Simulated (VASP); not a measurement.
```
Cs
1.0
   -3.05000     3.05000     3.05000
    3.05000    -3.05000     3.05000
    3.05000     3.05000    -3.05000
Cs
1
Direct
  0.00000   0.00000   0.00000
```

Level of theory: SCAN meta-GGA, VASP's PBE PAW potentials (set 64) (plane waves; VASP 6.6.1). Run with 520 eV cut-off, 8×8×8 Γ-centred mesh, first-order Methfessel-Paxton smearing of 0.10 eV, potentials Cs_sv.

Energy and stress use the plane-wave basis of the starting cell.

Task: The ions, cell shape and volume are relaxed. Give the cell that the relaxation ends in.

Result: 
```
Cs
1.0
   -3.12402     3.12402     3.12402
    3.12402    -3.12402     3.12402
    3.12402     3.12402    -3.12402
Cs
1
Direct
  0.00000   0.00000   0.00000
```
Space group Im-3m (229), at a tolerance of 0.03 Å.

Task: How do energy and volume change from the first to the last step?

Result: The energy (σ→0) changes by -3.9 meV/atom and the volume by +7.5 %, in 4 ionic steps.

```csv
step,E(σ→0) (eV),max force (eV/Å),pressure (GPa),volume (Å³)
1,-37.7754,0.000,0.15,113.49
2,-37.7770,0.000,0.11,115.29
3,-37.7784,0.000,0.08,117.48
4,-37.7793,0.000,-0.01,121.96
```

The compound is Cs in the bcc structure. This run relaxes it. Symmetry was kept, so distortions that lower it aren't found.
